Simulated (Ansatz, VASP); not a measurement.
# SnSe: VASP beside Ansatz, part 2 of 2

One calculation is typed for both programs; each brings its own data sets. How far apart do they land? The cell is taken from a series of runs on this material, whose earlier steps may have relaxed, scaled, displaced or heated it; both programs get it as it stands.

VASP 6.6.1 and Ansatz 0.2.0.

So far: The structure; VASP: single point, HF with an exact-exchange share of 1.

**3. Ansatz: single point, HF with an exact-exchange share of 1**

Level of this step: Ansatz beside VASP: Kohn-Sham DFT, plane waves, HF (Ansatz).

Ansatz runs on its default PAW (the set named soft_2) files.

The same cell, functional and mesh now go to Ansatz, which takes its cutoff from its data sets.

input.yaml reads:

```yaml
crystal:
  lattice:
    - [11.501, 0.0, 0.0]
    - [0.0, 4.153, 0.0]
    - [0.0, 0.0, 4.446]
  atoms:
    - { symbol: Sn, position: [0.6180623224, 0.75, 0.3973982494] }
    - { symbol: Sn, position: [0.8819376776, 0.25, 0.8973982494] }
    - { symbol: Sn, position: [0.3819376776, 0.25, 0.6026017506] }
    - { symbol: Sn, position: [0.1180623224, 0.75, 0.1026017506] }
    - { symbol: Se, position: [0.1433580133, 0.25, 0.5232104896] }
    - { symbol: Se, position: [0.6433580133, 0.25, 0.9767895104] }
    - { symbol: Se, position: [0.3566419867, 0.75, 0.0232104896] }
    - { symbol: Se, position: [0.8566419867, 0.75, 0.4767895104] }
kpoints:
  mp_grid: { grid: [2, 4, 4] }
  band_path:
    path:
      - [0.0, 0.0, 0.0]
      - [0.5, 0.0, 0.0]
      - [0.5, 0.5, 0.0]
      - [0.0, 0.5, 0.0]
      - [0.0, 0.0, 0.5]
      - [0.5, 0.0, 0.5]
      - [0.5, 0.5, 0.5]
      - [0.0, 0.5, 0.5]
      - [0.0, 0.0, 0.35]
      - [0.0, 0.3333333333, 0.0]
    npoints: 1
hamiltonian:
  xc: hf
scf:
  occupations: { method: fixed }
  n_extra_bands: 6
output:
  eigenvalues: true
```

Started as:

```
ansatz run input.yaml --threads 3 --pin off --max-ram 92160MiB --backend cuda --events-out ev --progress --plain --runs-dir out --devices 1 --max-vram 13GiB
```

Numbers of over 12 decimals in the logs are rounded to 6 here.

Output:

```text
scf.n_extra_bands = 6 over 60 filled bands (N_el = 120.0): the run solves 66 bands
GPUs: using 1 of 1 available (devices: 1).
Engine: ansatz 0.2.0, x86_64-unknown-linux-gnu
Pseudopotentials: kind: paw
Pseudopotential: Sn, paw, valence charge 14, recommended cutoff 420 eV (normal), Sn.paw.azcp
Pseudopotential: Se, paw, valence charge 16, recommended cutoff 420 eV (normal), Se.paw.azcp
Functional definition: HF
  exchange = exact_x
  correlation = 0
davidson cushion auto → on  (no smearing: the cushion is to keep the highest requested band from converging to the state above it; pin scf.eigensolver.cushion to override)
device memory: the entry about to start is reckoned to put 3.5 GiB on a device that reports 34.9 GiB free (of which the cap on the GPU budget leaves the run 13.0 GiB)
GPU FFT provider: cuFFT
GPU libraries: cuBLAS 13.8.2, cuFFT 12.4.0, cuSOLVER 12.3.4
Crystal: 8 atoms, lattice volume = 212.357 Å³
Basis set: ecut = 420 eV, 4145 PW (Γ)
Bands: 66, of which v1, the nominal top of the filled ones, is band 60 counted from 1 (59 counted from 0)
Symmetry: 8 space group operations
Space group: Pnma (ITA 62), of the structure as read, at distance tolerance 6.0e-5 Å
k-points: 18 of 32
Non-local potential: Sn, projectors of the file, l = 0: 2, l = 1: 2, l = 2: 2, l = 3: 2
Non-local potential: Se, projectors of the file, l = 0: 2, l = 1: 2, l = 2: 3, l = 3: 1
PAW form: soft (Blöchl's): semilocal exchange-correlation on the pseudo side does not see the compensation charge
PAW frozen core: Sn, regenerated for the run's functional, and the local potential with it (the file was generated under x = pbe(κ = 0.804, μ = 0.219515), c = pbe(β = 0.066725))
PAW frozen core: Se, regenerated for the run's functional, and the local potential with it (the file was generated under x = pbe(κ = 0.804, μ = 0.219515), c = pbe(β = 0.066725))
PAW one-centre angular grid: Sn, 590 points (default); XC on 64 Gauss nodes
PAW one-centre angular grid: Se, 590 points (default); XC on 64 Gauss nodes
Initial density: superposition of atomic densities (neutral atoms: chi_scale 0, normalization atom), corrected by the library's trained network
Initial wavefunctions: pseudopotential atomic-orbital guess
GPU buffer pool allocated for 72000 grid points (all kernels)
GPU transforms: local potential and band sums: pruned to the plane-wave sphere, on 80×27×30
Functional: x = pbe(κ = 0.804, μ = 0.219515), c = none, warm-up for x = 0 pbe(κ = 0.804, μ = 0.219515) + 1 exact, c = none
SCF iter   1: F=—  HF=-45501.172449 eV  |F-HF|=—  |Δ(HF+E_count)|=         —  Δρ=5.54e-3  dr2=5.11e-2  ethr=1.77e-3  ⟨swp⟩=7.6  Hψ=5181  notcnv=0
preconditioner: auto → none  [insulator: Δε(μ)=0.941 eV  Ē_g=15.670 eV  n_scr=56 (ndim 8)  ℏωp=22.8 eV  f_vac=0.001]
SCF iter   2: F=—  HF=-45501.145799 eV  |F-HF|=—  |Δ(HF+E_count)|=   2.66e-2  Δρ=1.66e-3  dr2=5.93e-3  ethr=4.26e-5  ⟨swp⟩=4.4  Hψ=4053  notcnv=0
SCF iter   3: F=—  HF=-45501.146726 eV  |F-HF|=—  |Δ(HF+E_count)|=   9.27e-4  Δρ=7.82e-4  dr2=1.65e-3  ethr=4.94e-6  ⟨swp⟩=3.8  Hψ=3408  notcnv=0
SCF iter   4: F=—  HF=-45501.146929 eV  |F-HF|=—  |Δ(HF+E_count)|=   2.02e-4  Δρ=2.63e-4  dr2=2.18e-4  ethr=1.37e-6  ⟨swp⟩=3.9  Hψ=3069  notcnv=0
iter 5 solved again at ethr=1.17e-8 eV; its pass at ethr=1.81e-7 eV (dr2=1.40e-5 eV) is discarded
SCF iter   5: F=-45501.147033 eV  HF=-45501.147028 eV  |F-HF|=4.86e-6  |Δ(HF+E_count)|=   9.96e-5  Δρ=8.90e-5  dr2=1.45e-5  ethr=1.17e-8  ⟨swp⟩=3.8  Hψ=6186  notcnv=0
SCF 1 stopped early in 5 iterations: F = -45501.147033 eV  dr2 = 1.45e-5
  greatest PAW one-centre occupation: 1.000 electrons in one spin orbital (limit 2), on the Se atom at site 6 (counted from 0), in its partial waves of l = 2
device memory: the entry about to start is reckoned to put 4.4 GiB (of the 4.5 GiB reckoned in all, the device holds 0.1 GiB already) on a device that reports 37.3 GiB free (of which the cap on the GPU budget leaves the run 12.9 GiB)
GPU FFT provider: cuFFT
GPU libraries: cuBLAS 13.8.2, cuFFT 12.4.0, cuSOLVER 12.3.4
Initial density: handed on by an earlier stage of this run
Initial wavefunctions: those handed on with the density
GPU buffer pool allocated for 72000 grid points (all kernels)
GPU transforms: local potential and band sums: pruned to the plane-wave sphere, on 80×27×30
Functional: x = 0 pbe(κ = 0.804, μ = 0.219515) + 1 exact, c = none
Exchange kernel: α = 1.0000, full range, Wigner–Seitz truncation, v(0) = 12177.3737 eV·Å³, q-mesh 2×4×4, nearest image of the exchange supercell L = 16.61 Å, pair-density grid 60×24×24, without the augmentation charges, whose exchange is taken in its separable form by FFT convolution over the k-point mesh (sized by the pseudopotential files, 80×30×30 at the most), smooth part of the exact exchange by density-matrix convolution in up to 5.77 GiB of GPU memory as planned if the GPU has room (build and FFT work areas not counted)
Frozen-core exchange: fock
[...]
SCF 3 stopped early in 4 iterations: F = -45579.677610 eV  dr2 = 2.91e-5
hybrid outer 2: dexx = +1.180e-2 eV, tail = 1.35e-3 eV, Δε = 7.82e-2 eV (about 1.43e-2 eV left of the loop's levels)
GPU FFT provider: cuFFT
GPU libraries: cuBLAS 13.8.2, cuFFT 12.4.0, cuSOLVER 12.3.4
GPU buffer pool allocated for 72000 grid points (all kernels)
[...]
Frozen-core exchange: fock
SCF iter   1: F=—  HF=-45579.675198 eV  |F-HF|=—  |Δ(HF+E_count)|=         —  Δρ=1.04e-4  dr2=8.51e-5  ethr=5.63e-6  ⟨swp⟩=3.8  Hψ=2815  notcnv=0
preconditioner: auto → none  [insulator: Δε(μ)=5.362 eV  Ē_g=12.958 eV  n_scr=56 (ndim 8)  ℏωp=14.4 eV  f_vac=0.004]
SCF iter   2: F=—  HF=-45579.675393 eV  |F-HF|=—  |Δ(HF+E_count)|=   1.95e-4  Δρ=1.02e-4  dr2=4.45e-5  ethr=1.89e-8  ⟨swp⟩=4.9  Hψ=4905  notcnv=0
SCF iter   3: F=-45579.675427 eV  HF=-45579.675432 eV  |F-HF|=5.11e-6  |Δ(HF+E_count)|=   3.86e-5  Δρ=4.03e-5  dr2=1.01e-5  ethr=1.89e-8  ⟨swp⟩=4.7  Hψ=4029  notcnv=0
SCF 4 stopped early in 3 iterations: F = -45579.675427 eV  dr2 = 1.01e-5
hybrid outer 3: dexx = +4.070e-4 eV, tail = 5.97e-5 eV, Δε = 1.08e-2 eV (about 2.98e-3 eV left of the loop's levels)
GPU FFT provider: cuFFT
GPU libraries: cuBLAS 13.8.2, cuFFT 12.4.0, cuSOLVER 12.3.4
GPU buffer pool allocated for 72000 grid points (all kernels)
GPU transforms: local potential and band sums: pruned to the plane-wave sphere, on 80×27×30
Exchange kernel: α = 1.0000, full range, Wigner–Seitz truncation, v(0) = 12177.3737 eV·Å³, q-mesh 2×4×4, nearest image of the exchange supercell L = 16.61 Å, pair-density grid 60×24×24, without the augmentation charges, whose exchange is taken in its separable form by FFT convolution over the k-point mesh (sized by the pseudopotential files, 80×30×30 at the most), smooth part of the exact exchange by density-matrix convolution in up to 5.77 GiB of GPU memory as planned if the GPU has room (build and FFT work areas not counted)
Frozen-core exchange: fock
SCF iter   1: F=—  HF=-45579.675366 eV  |F-HF|=—  |Δ(HF+E_count)|=         —  Δρ=3.28e-5  dr2=7.56e-6  ethr=2.49e-7  ⟨swp⟩=3.8  Hψ=2856  notcnv=0
preconditioner: auto → none  [insulator: Δε(μ)=5.367 eV  Ē_g=12.959 eV  n_scr=56 (ndim 8)  ℏωp=14.4 eV  f_vac=0.004]
SCF iter   2: F=—  HF=-45579.675376 eV  |F-HF|=—  |Δ(HF+E_count)|=   1.01e-5  Δρ=2.64e-5  dr2=3.56e-6  ethr=2.30e-9  ⟨swp⟩=4.9  Hψ=4335  notcnv=0  defer=3
iter 3 solved again at ethr=1.62e-10 eV; its pass at ethr=1.76e-9 eV (dr2=1.95e-7 eV) is discarded
SCF iter   3: F=—  HF=-45579.675377 eV  |F-HF|=—  |Δ(HF+E_count)|=   1.21e-6  Δρ=8.77e-6  dr2=5.68e-7  ethr=1.62e-10  ⟨swp⟩=2.1  Hψ=6801  notcnv=0
SCF iter   4: F=-45579.675378 eV  HF=-45579.675378 eV  |F-HF|=5.57e-8  |Δ(HF+E_count)|=   2.82e-7  Δρ=4.60e-6  dr2=9.56e-8  ethr=1.62e-10  ⟨swp⟩=5.6  Hψ=3985  notcnv=0  defer=9
SCF 5 converged in 4 iterations: F = -45579.675378 eV  dr2 = 9.56e-8
hybrid outer 4: dexx = +2.118e-5 eV, tail = 2.11e-6 eV, Δε = 3.14e-3 eV (about 6.92e-4 eV left of the loop's levels)
GPU FFT provider: cuFFT
GPU libraries: cuBLAS 13.8.2, cuFFT 12.4.0, cuSOLVER 12.3.4
GPU buffer pool allocated for 72000 grid points (all kernels)
GPU transforms: local potential and band sums: pruned to the plane-wave sphere, on 80×27×30
Exchange kernel: α = 1.0000, full range, Wigner–Seitz truncation, v(0) = 12177.3737 eV·Å³, q-mesh 2×4×4, nearest image of the exchange supercell L = 16.61 Å, pair-density grid 60×24×24, without the augmentation charges, whose exchange is taken in its separable form by FFT convolution over the k-point mesh (sized by the pseudopotential files, 80×30×30 at the most), smooth part of the exact exchange by density-matrix convolution in up to 5.77 GiB of GPU memory as planned if the GPU has room (build and FFT work areas not counted)
Frozen-core exchange: fock
SCF iter   1: F=—  HF=-45579.675374 eV  |F-HF|=—  |Δ(HF+E_count)|=         —  Δρ=8.89e-6  dr2=3.84e-7  ethr=8.60e-9  ⟨swp⟩=4.9  Hψ=2943  notcnv=0
preconditioner: auto → none  [insulator: Δε(μ)=5.366 eV  Ē_g=12.959 eV  n_scr=56 (ndim 8)  ℏωp=14.4 eV  f_vac=0.004]
SCF iter   2: F=—  HF=-45579.675374 eV  |F-HF|=—  |Δ(HF+E_count)|=   2.02e-7  Δρ=5.57e-6  dr2=1.14e-7  ethr=1.92e-10  ⟨swp⟩=5.2  Hψ=3694  notcnv=0  defer=11
SCF iter   3: F=-45579.675374 eV  HF=-45579.675374 eV  |F-HF|=1.79e-8  |Δ(HF+E_count)|=   1.78e-8  Δρ=2.47e-6  dr2=3.15e-8  ethr=7.27e-11  ⟨swp⟩=5.7  Hψ=3986  notcnv=0  defer=11
SCF 6 converged in 3 iterations: F = -45579.675374 eV  dr2 = 3.15e-8
hybrid outer 5: dexx = +5.426e-7 eV, tail = 1.26e-7 eV, Δε = 8.24e-4 eV (about 2.68e-4 eV left of the loop's levels)
device memory: the entry about to start is reckoned to put 1.3 GiB on a device that reports 31.1 GiB free (of which the cap on the GPU budget leaves the run 13.0 GiB)
NSCF: frozen V_eff on 10 k-points
hybrid SCF converged: 5 outer / 21 inner (+5 warm-up), last move |dexx| = 5.43e-7 eV, tail = 1.26e-7 eV
Stability not checked: this state was not tested for a lower state beside it, because the functional holds exact exchange (a hybrid, or Hartree-Fock), whose exchange loop this test does not read (fock_operator; see scf.lower_state_search)
Free energy (F): -45579.675374 eV
Frozen-core exchange: fock
Harris-Foulkes:  -45579.675374 eV  (|F-HF|=1.79e-8)
Internal energy: -45579.675374 eV  (E = F + TS)
E sigma→0 (E₀):  -45579.675374 eV
Fermi energy:    7.985550 eV
--- Per-component energies (eV) ---
  E_band       = -3082.078412
  E_kinetic    = 1204.319451
  E_local      = -13141.945556  (includes V_loc(G=0)·N_el)
  E_nonlocal   = -2566.053608
  E_hartree    = 6977.938584
  E_xc         = 0.000000
  E_vxc        = 0.000000  (∫ρ·V_xc dr)
  E_exx        = -1879.290035  (= α·E_x^exact, valence–valence)
  E_paw        = -23840.900555  (= ΣΔE_a)
  E_vpaw       = 1224.299997  (= ΣTr[D̂ρ^β])
  E_aug_tail   = -0.002416  (compensation charges beyond the density's cutoff)
  E_ewald      = -12323.235677
  E_core_change = -10.505563  (= ΣΔE_core)
  E_smearing   = -0.000000  (= −TS)
  E_closure    = -0.000000  (closes the sum)
  Σ components = -45579.675374   (vs F -45579.675374, Δ=0.00e0)
--- Band table (eV; the first three rows and the last of 18) ---
  k-point 0: bands = [... 56 lower, 5.0858, 6.0472, 6.4017, 6.8357, 13.3514, 16.2613, 16.4061, 16.4628, ... 2 higher]
  k-point 1: bands = [... 56 lower, 5.9155, 6.3423, 6.9399, 7.5711, 13.8577, 14.3681, 15.2700, 15.3798, ... 2 higher]
  k-point 2: bands = [... 56 lower, 6.9880, 6.9880, 7.9856, 7.9856, 14.0857, 14.0857, 14.4762, 14.4762, ... 2 higher]
  k-point 17: bands = [... 56 lower, 5.2173, 5.2173, 5.2173, 5.2173, 15.6235, 15.6235, 15.6235, 15.6235, ... 2 higher]
```

The column dr2 measures how far the density is from self-consistency, as an energy; F and HF (Harris–Foulkes) agree once it is small.

**4. Side by side**

Known differences besides the potentials themselves: exact exchange at q = 0 is treated differently, which shows on coarse meshes; VASP keeps PBE cores, Ansatz makes them for the functional; fixed occupations in Ansatz, narrow Gaussian smearing in VASP; the data sets hold 120 valence electrons in Ansatz (on its default PAW (the set named soft_2) files) and 80 in VASP; the cutoff is 420 eV in Ansatz and 400 eV in VASP; VASP takes a coarser grid for exact exchange (PRECFOCK = Fast). Total energies have different zeros and are not compared.

Compared:

```
              quantity  Ansatz   VASP  difference
gap on the k mesh (eV)   5.366  5.479      -0.113
```

A gap on the mesh is an upper bound, since the band edges may lie between its points.

**5. Outcome**

| Quantity | Value |
| --- | --- |
| difference in gap on the k mesh (single point, HF with an exact-exchange share of 1) | -0.11 eV |

The difference in gap on the k mesh is -0.11 eV (single point, HF with an exact-exchange share of 1), beyond the 0.08 eV picked in this series as the mark of a large difference. The data sets hold unlike numbers of valence electrons (120 in Ansatz and 80 in VASP), so part of the differences comes from the potentials. What causes the difference of the single point, HF with an exact-exchange share of 1 pair stays open here. How closely two codes agree says nothing of how well the functional describes the real material.

[Lines on the potential files, build, host, timing and source positions are cut from VASP's logs without a mark.]

[Logs are printed without paths, hosts, clocks, repeated set-up lines and the standing remarks that a program may print on its own settings, such as how far it seeks lower states.]

[Hosts, paths, dates, database ids (printed as entryN), source tags and the programs' standing remarks are cut or masked in the printed files.]
